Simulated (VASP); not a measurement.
# GeB2C2 (P1) in VASP: settings compared

Aim: see how the results for GeB2C2 move with the level of theory and the settings. Levels: PBE, HSE06. Tasks: single point.

Everything below comes from runs of VASP 6.6.1. Logs are shortened: lines on timing, memory, paths and dates and some standing lists are left out, and cuts for length are marked.

## (1) The structure

The typed cell holds 5 atoms: a = 2.754 Å, b = 4.675 Å, c = 5.471 Å, α = 93.73°, β = 90.59°, γ = 90.00°.

The cell was built by a generator and needn't be a form met in nature.

## (2) Single point, PBE

The input, INCAR:

```
SYSTEM = GeB2C2
PREC = Accurate
ENCUT = 520
EDIFF = 1E-7
ISMEAR = 0
SIGMA = 0.02
LREAL = .False.
LASPH = .True.
NELM = 80
ALGO = Fast
ISIF = 2
LWAVE = .False.
LCHARG = .False.
GGA = PE
NBANDS = 22
KPAR = 4
```

The input, KPOINTS:

```
Automatic mesh
0
Gamma
  8 4 4
  0 0 0
```

The input, POSCAR:

```
GeB2C2
1.0
    2.7541330000      0.0000000000      0.0000000000
   -0.0001650000      4.6749860000      0.0000000000
   -0.0564290000     -0.3560070000      5.4587710000
Ge B C
1 2 2
Direct
    0.9779890000      0.0193660000      0.1660340000
    0.4852150000      0.1708330000      0.5043280000
    0.9842010000      0.6580640000      0.4615110000
    0.9846520000      0.3280800000      0.4758290000
    0.4842800000      0.8310970000      0.4644290000
```

Potentials or basis: VASP PAW PBE potentials, release 64 (Ge_d, B, C).

The run is started by

```console
cat potpaw_PBE.64/Ge_d/POTCAR potpaw_PBE.64/B/POTCAR potpaw_PBE.64/C/POTCAR > POTCAR
mpirun -np 4 vasp_std > vasp.out
```

OUTCAR:

```text
SYSTEM = GeB2C2
   PREC = Accurate
   ENCUT = 520
   EDIFF = 1E-7
   ISMEAR = 0
   LREAL = .False.
   LASPH = .True.
   NELM = 80
   ISIF = 2
   GGA = PE

 ion  position               nearest neighbor table
   1  0.978  0.019  0.166-   4 2.15   5 2.35   5 2.35   2 2.38   2 2.38   3 2.41
   2  0.485  0.171  0.504-   4 1.57   4 1.57   5 1.59   1 2.38   1 2.38
   3  0.984  0.658  0.462-   4 1.55   5 1.60   5 1.60   1 2.41
   4  0.985  0.328  0.476-   3 1.55   2 1.57   2 1.57   1 2.15
   5  0.484  0.831  0.464-   2 1.59   3 1.60   3 1.60   1 2.35   1 2.35

  LATTYP: Found a triclinic cell.
 ALAT       =     6.0993875665
 B/A-ratio  =     0.4515425475
 C/A-ratio  =     0.7664681006
 COS(alpha) =     0.0000352942
 COS(beta)  =     0.0583832736
 COS(gamma) =     0.4422909629

  Lattice vectors:

 A1 = (  -2.6977040000,   0.3560070000,  -5.4587710000)
 A2 = (  -2.7541330000,   0.0000000000,   0.0000000000)
 A3 = (  -0.0001650000,   4.6749860000,   0.0000000000)

Analysis of symmetry for initial positions (statically):
=====================================================================
 Subroutine PRICEL returns:
 Original cell was already a primitive cell.

 Routine SETGRP: Setting up the symmetry group for a
 triclinic supercell.

 Subroutine GETGRP returns: Found  1 space group operations
 (whereof  1 operations were pure point group operations)
 out of a pool of  2 trial point group operations.

The static configuration has the point symmetry C_1 .

Analysis of symmetry for dynamics (positions and initial velocities):
=====================================================================
 Subroutine PRICEL returns:
 Original cell was already a primitive cell.

 Routine SETGRP: Setting up the symmetry group for a
 triclinic supercell.

 Subroutine GETGRP returns: Found  1 space group operations
 (whereof  1 operations were pure point group operations)
 out of a pool of  2 trial point group operations.

The dynamic configuration has the point symmetry C_1 .

 Subroutine INISYM returns: Found  1 space group operations
 (whereof  1 operations are pure point group operations),
 and found     1 'primitive' translations

----------------------------------------------------------------------------------------

                                     Primitive cell

  volume of cell :      70.2846

  direct lattice vectors                    reciprocal lattice vectors
     2.754133000  0.000000000  0.000000000     0.363090671  0.000012815  0.003754216
    -0.000165000  4.674986000  0.000000000     0.000000000  0.213904384  0.013950294
    -0.056429000 -0.356007000  5.458771000     0.000000000  0.000000000  0.183191418

  length of vectors
     2.754133000  4.674986003  5.470658648     0.363110080  0.214358802  0.183191418

  position of ions in fractional coordinates (direct lattice)
     0.977989000  0.019366000  0.166034000
     0.485215000  0.170833000  0.504328000
     0.984201000  0.658064000  0.461511000
     0.984652000  0.328080000  0.475829000
     0.484280000  0.831097000  0.464429000

  ion indices of the primitive-cell ions
   primitive index   ion index
                 1           1
                 2           2
                 3           3
                 4           4
                 5           5

----------------------------------------------------------------------------------------

 KPOINTS: Automatic mesh

Automatic generation of k-mesh.
 Grid dimensions read from file:
 generate k-points for:    8    4    4

 Generating k-lattice:

  Cartesian coordinates                     Fractional coordinates (reciprocal lattice)
     0.045386334  0.000001602  0.000469277     0.125000000 -0.000000000 -0.000000000
     0.000000000  0.053476096  0.003487573     0.000000000  0.250000000  0.000000000
     0.000000000  0.000000000  0.045797854     0.000000000  0.000000000  0.250000000

  Length of vectors
     0.045388760  0.053589701  0.045797854

  Shift w.r.t. Gamma in fractional coordinates (k-lattice)
     0.000000000  0.000000000  0.000000000

 Subroutine IBZKPT returns following result:
 ===========================================

 Found     68 irreducible k-points:

 Following reciprocal coordinates:
            Coordinates               Weight
  0.000000  0.000000  0.000000      1.000000
  0.125000  0.000000 -0.000000      2.000000
  0.250000  0.000000 -0.000000      2.000000
  0.375000  0.000000  0.000000      2.000000
  0.500000  0.000000 -0.000000      1.000000
  0.000000  0.250000 -0.000000      2.000000
[... 16 lines left out ...]
  0.500000  0.000000  0.250000      2.000000
 -0.375000 -0.000000  0.250000      2.000000
 [... further k-points ...]
   k-points           NKPTS =     68   k-points in BZ     NKDIM =     68   number of bands    NBANDS=     22
   number of dos      NEDOS =    301   number of ions     NIONS =      5
   total plane-waves  NPLWV =  30240
   dimension x,y,z NGX =    20 NGY =   36 NGZ =   42
   dimension x,y,z NGXF=    40 NGYF=   72 NGZF=   84
   ions per type =               1   2   2
   NGX,Y,Z   is equivalent  to a cutoff of  12.07, 12.80, 12.76 a.u.
   NGXF,Y,Z  is equivalent  to a cutoff of  24.14, 25.60, 25.53 a.u.
 SYSTEM =  GeB2C2
   PREC   = accura    normal or accurate (medium, high low for compatibility)
   ISTART =      0    job   : 0-new  1-cont  2-samecut
   ICHARG =      2    charge: 1-file 2-atom 10-const
   ISPIN  =      1    spin polarized calculation?
   LNONCOLLINEAR =      F non collinear calculations
   LSORBIT =      F    spin-orbit coupling
   LASPH  =      T    aspherical Exc in radial PAW
   ENCUT  =  520.0 eV  38.22 Ry    6.18 a.u.   5.12  8.69 10.17*2*pi/ulx,y,z
   NELM   =     80;   NELMIN=  2; NELMDL= -5     # of ELM steps
   EDIFF  = 0.1E-06   stopping-criterion for ELM
   LREAL  =      F    real-space projection
   EDIFFG = 0.1E-05   stopping-criterion for IOM
   NSW    =      0    number of steps for IOM
   IBRION =     -1    ionic relax: 0-MD 1-quasi-New 2-CG
   NFREE  =      0    steps in history (QN), initial steepest desc. (CG)
   ISIF   =      2    stress and relaxation
   ISYM   =      2    0-nonsym 1-usesym 2-fastsym
   POTIM  = 0.5000    time-step for ionic-motion
   TEBEG  =    0.0;   TEEND  =   0.0 temperature during run
   PSTRESS=    0.0 pullay stress
   NELECT =      28.0000    total number of electrons
   NUPDOWN=      -1.0000    fix difference up-down
   EMIN   =  10.00;   EMAX   =-10.00  energy-range for DOS
   EFERMI =   0.00;   METHOD = LEGACY
   ISMEAR =     0;   SIGMA  =   0.02  broadening in eV -4-tet -1-fermi 0-gaus
   EFERMI_NEDOS =   21; number of points for ismear=-14 and -15
   IALGO  =     68    algorithm
   IMIX   =      4    mixing-type and parameters
     AMIX     =   0.40;   BMIX     =  1.00
     AMIX_MAG =   1.60;   BMIX_MAG =  1.00
  volume/ion in A,a.u.               =      14.06        94.86
  Fermi-wavevector in a.u.,A,eV,Ry     =   1.204594  2.276353 19.742699  1.451047
  Thomas-Fermi vector in A             =   2.340315
   LORBIT       =      0    0 simple, 1 ext, 2 COOP (PROOUT), +10 PAW based schemes
   GGA     = PE    functional components
   LHFCALC =     F    Hartree Fock is set to
   AEXX    =    0.0000 exact exchange contribution
   IVDW    =     0    specifies the selected vdW correction
   LEPSILON=     F    determine dielectric tensor
   LRPA    =     F    only Hartree local field effects (RPA)
 non-spin polarized calculation
 RMM-DIIS sequential band-by-band and
 Gauss-broadening in eV      SIGMA  =   0.02
  energy-cutoff  :      520.00
  volume of cell :       70.28
 maximum number of plane-waves:      1909
   NGX = 11   NGY = 17   NGZ = 21

 number of electron      28.0000006 magnetization

 Free energy of the ion-electron system (eV)
  ---------------------------------------------------
  ext. energy  EPLUGINS =         0.00000000
  ---------------------------------------------------
  free energy    TOTEN  =       -34.87494591 eV

  energy without entropy =      -34.87494591  energy(sigma->0) =      -34.87494591

 E-fermi :   2.7264     XC(G=0):  -8.9724

 val. band max:        2.6459144993   @ k =   0.5000   0.0000   0.5000
 cond. band min:       2.8130964048   @ k =   0.3750   0.5000   0.0000
 fundamental gap:      0.1671819056
 Fermi energy:         2.7263704402

 k-point     1 :       0.0000    0.0000    0.0000
  band No.  band energies     occupation
      1     -22.3339      2.00000
      2     -22.1972      2.00000
      3     -22.1777      2.00000
      4     -22.1623      2.00000
      5     -22.1445      2.00000
      6     -12.7452      2.00000
[... 14 lines left out ...]
     21      11.6925      0.00000
     22      11.9058      0.00000

 k-point     2 :       0.1250    0.0000   -0.0000
  band No.  band energies     occupation
      1     -22.3074      2.00000
      2     -22.2088      2.00000
      3     -22.1751      2.00000
      4     -22.1612      2.00000
      5     -22.1550      2.00000
      6     -12.4994      2.00000
[... 14 lines left out ...]
     21      11.6619      0.00000
     22      12.6728      0.00000

 k-point     3 :       0.2500    0.0000   -0.0000
  band No.  band energies     occupation
      1     -22.2469      2.00000
      2     -22.2357      2.00000
      3     -22.1818      2.00000
      4     -22.1661      2.00000
      5     -22.1569      2.00000
      6     -11.7717      2.00000
[... 14 lines left out ...]
     21      12.1692      0.00000
     22      13.3437      0.00000
[... 476 lines left out ...]
 k-point    23 :       0.5000    0.0000    0.2500
  band No.  band energies     occupation
      1     -22.2749      2.00000
      2     -22.2182      2.00000
      3     -22.1883      2.00000
      4     -22.1521      2.00000
      5     -22.1250      2.00000
      6      -9.2177      2.00000
[... 14 lines left out ...]
     21      12.1751      0.00000
     22      12.5374      0.00000

 k-point    24 :      -0.3750   -0.0000    0.2500
  band No.  band energies     occupation
      1     -22.2637      2.00000
      2     -22.2083      2.00000
      3     -22.1982      2.00000
      4     -22.1535      2.00000
      5     -22.1433      2.00000
      6     -10.5868      2.00000
[... 14 lines left out ...]
     21      11.8867      0.00000
     22      12.9426      0.00000

 [... further k-points ...]

------------------------ aborting loop because EDIFF is reached ----------------------------------------

  FORCE on cell =-STRESS in cart. coord.  units (eV):
  Direction    XX          YY          ZZ          XY          YZ          ZX
  --------------------------------------------------------------------------------------
  -------------------------------------------------------------------------------------
  Total        0.2165848     -0.0218590     -0.0345900      0.0000631      0.0124607     -0.0005088
  in kB        4.9371737     -0.4982878     -0.7884984      0.0014394      0.2840498     -0.0115992
  external PRESSURE =       1.2167959 kB  Pullay stress =       0.0000000 kB

 VOLUME and BASIS-vectors are now :
 -----------------------------------------------------------------------------
  energy-cutoff  :      520.00
  volume of cell :       70.28
      direct lattice vectors                 reciprocal lattice vectors
     2.754133000  0.000000000  0.000000000     0.363090671  0.000012815  0.003754216
    -0.000165000  4.674986000  0.000000000     0.000000000  0.213904384  0.013950294
    -0.056429000 -0.356007000  5.458771000     0.000000000  0.000000000  0.183191418

 POSITION                                       TOTAL-FORCE (eV/Angst)
 -----------------------------------------------------------------------------------
      2.68414      0.03143      0.90634         0.001297     -0.010748      0.014185
      1.30786      0.61910      2.75301        -0.001032     -0.006489     -0.016124
      2.68447      2.91214      2.51928         0.002586     -0.032456     -0.002661
      2.68496      1.36437      2.59744        -0.003511      0.018916      0.006759
      1.30743      3.72003      2.53521         0.000660      0.030776     -0.002159
 -----------------------------------------------------------------------------------
    total drift:                               -0.000665     -0.001063     -0.000259

  FREE ENERGIE OF THE ION-ELECTRON SYSTEM (eV)
  ---------------------------------------------------
  free  energy   TOTEN  =       -34.8749459085 eV

  energy  without entropy=      -34.8749459084  energy(sigma->0) =      -34.87494591
```

Wall time 25 s (4 MPI ranks of Intel Xeon 6975P-C (Granite Rapids), shared host); peak memory 0.23 GiB.

What came out:

| Item | Value |
| --- | --- |
| Free energy | -34.8749 eV |
| Pressure | 0.1 GPa |
| Largest force | 0.033 eV/Å |
| Band gap on the k mesh | 0.17 eV, indirect (least direct gap 1.24 eV) |

Forces on the atoms (eV/Å):
```
Ge   0.001 -0.011  0.014
B   -0.001 -0.006 -0.016
B    0.003 -0.032 -0.003
C   -0.004  0.019  0.007
C    0.001  0.031 -0.002
```

Stress tensor (GPa, compression positive):
```
 0.49  0.00  0.00
 0.00 -0.05  0.03
 0.00  0.03 -0.08
```

Levels at points of the mesh, in eV from the valence-band top:
```csv
k point,band 10,band 11,band 12,band 13,band 14,band 15,band 16,band 17,band 18,band 19
"(0.00, 0.00, 0.00)",-4.16,-3.17,-2.19,-0.19,-0.04,1.84,3.02,5.92,6.05,7.74
"(0.50, 0.00, 0.00)",-5.64,-5.28,-3.91,-3.22,-0.58,1.01,2.01,3.47,5.31,6.87
"(0.00, 0.50, 0.00)",-3.74,-3.46,-3.34,-2.18,-1.78,0.99,5.84,6.43,6.78,8.37
"(0.50, 0.50, 0.00)",-4.11,-3.33,-3.06,-2.56,-1.14,1.00,1.68,2.81,4.45,6.57
"(0.00, 0.00, 0.50)",-3.17,-2.93,-2.44,-0.19,-0.04,1.73,3.42,3.94,6.82,7.53
"(0.50, 0.00, 0.50)",-5.70,-5.30,-4.21,-3.55,0.00,1.81,1.97,3.73,5.26,7.65
"(0.00, 0.50, 0.50)",-3.75,-3.55,-2.18,-2.04,-1.77,2.38,3.70,6.11,6.60,7.11
"(0.50, 0.50, 0.50)",-4.41,-3.64,-3.08,-2.59,-1.34,1.37,2.77,3.22,5.51,6.20
```

A k mesh can miss the band edges. A hybrid or GW would open this gap; PBE tends to underestimate it.

(Continued in part 2 of 2.)
